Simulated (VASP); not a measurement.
A run of VASP 6.6.1 is set up as follows.

File INCAR:

```
SYSTEM = Hf
  PREC = Accurate
  ENCUT = 520
  EDIFF = 1E-7
  ISMEAR = 0
  SIGMA = 0.1
  LREAL = .False.
  LASPH = .True.
  NELM = 80
  ALGO = Fast
  ISIF = 2
  LWAVE = .False.
  LCHARG = .False.
  GGA = CA
  NBANDS = 11
```

The input KPOINTS:

```
Automatic mesh
0
Gamma
  16 16 16
  0 0 0
```

File POSCAR:

```
Hf
1.0
    0.0000000000      2.1799445692      2.1799445692
    2.1799445692      0.0000000000      2.1799445692
    2.1799445692      2.1799445692      0.0000000000
Hf
1
Direct
    0.0000000000      0.0000000000      0.0000000000
```

Potentials or basis: VASP PAW LDA potentials, release 64 (Hf_pv).

The run is started by

```bash
$ cat potpaw_LDA.64/Hf_pv/POTCAR > POTCAR
$ mpirun -np 1 vasp_std > vasp.out
```

(1) Estimate the pressure.

(2) Estimate the band gap on the k mesh.

## Answers

(1) 0.0 GPa.

(2) none (metal or under the smearing width).
